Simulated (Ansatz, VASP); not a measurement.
Given: the input of a run of VASP 6.6.1 on AlHg. The cell comes from a database or a generator and needn't be the stable form of this composition.

The input INCAR:

```
AGGAC = 1.0
AGGAX = 1.0
ALDAC = 0.0
ALDAX = 1.0
ALGO = Fast
EDIFF = 1E-7
EDIFFG = -0.01
ENCUT = 600
GGA = B5
IBRION = 2
ISIF = 3
ISMEAR = -1
IVDW = 12
LASPH = T
LCHARG = F
LREAL = F
LWAVE = F
NELM = 60
NSW = 60
PREC = Accurate
SIGMA = 0.05
VDW_A1 = 0.4298
VDW_A2 = 4.2359
VDW_S6 = 1.0
VDW_S8 = 2.6996
```

The input KPOINTS:

```
k-points
0
Gamma
  8 8 8
```

File POSCAR:

```
AlHg
1.0
    0.0000000000      3.0685300000      3.0685300000
    3.0685300000      0.0000000000      3.0685300000
    3.0685300000      3.0685300000      0.0000000000
Al Hg
1 1
Direct
    0.0000000000      0.0000000000      0.0000000000
    0.7500000000      0.7500000000      0.7500000000
```

Potentials or basis: VASP PAW PBE potentials, release 64 (Al, Hg).

Run with:

```console
$ cat potpaw_PBE.64/Al/POTCAR potpaw_PBE.64/Hg/POTCAR > POTCAR
$ mpirun -np 1 vasp_std > vasp.out
```

Q: What does the same run look like in Ansatz 0.2.0? Potentials or basis there: Ansatz PAW, cutoff 420 eV.

A: As run (cutoffs and basis follow the program's own potentials, and thresholds, step limits or extra output files can differ):

The input input.yaml:

```yaml
crystal:
  lattice:
    - [0.0, 3.06853, 3.06853]
    - [3.06853, 0.0, 3.06853]
    - [3.06853, 3.06853, 0.0]
  atoms:
    - { symbol: Al, position: [0.0, 0.0, 0.0] }
    - { symbol: Hg, position: [0.75, 0.75, 0.75] }
hamiltonian:
  xc: blyp
  pseudopotentials: { kind: paw }
  dispersion: d3bj
kpoints:
  mp_grid: { grid: [8, 8, 8] }
scf:
  occupations: { method: fermi_dirac, width: 0.05 }
output:
  forces: true
  stress: true
  eigenvalues: true
  write_density: true
  write_potential: true
  elf: true
  volumetric_format: npy
relax:
  f_tol: 0.01
  max_steps: 40
  cell: { stress_tol: 0.05 }
```

Potentials or basis: Ansatz PAW.

Command:

```bash
$ ansatz run input.yaml --threads 2 --pin off --max-ram 5632MiB --backend cpu --events-out ev --progress --plain --runs-dir out
```

Both were run:

|  | VASP | Ansatz |
| --- | --- | --- |
| Relaxed volume | 27.75 Å³/atom | 27.53 Å³/atom |
| Relaxed cell | a = 4.282 Å, b = 4.282 Å, c = 4.282 Å, α = 60.00°, β = 60.00°, γ = 60.00° | a = 4.270 Å, b = 4.270 Å, c = 4.270 Å, α = 60.00°, β = 60.00°, γ = 60.00° |
| Space group after relaxing | F-43m (No. 216) | F-43m (No. 216) |
| Pressure after relaxing | 0.0 GPa | 0.0 GPa |

Ansatz's pressure holds a Pulay term of +0.04 GPa for its cutoff of 420 eV, which the other run lacks.

The potentials hold 15 and 23 valence electrons a cell.

VASP's potentials were made for PBE. Ansatz's potentials were made for PBE.

Where Ansatz's input types no cutoff or centring, it takes its own default and a Γ-centred mesh.

Pressure is positive in compression.
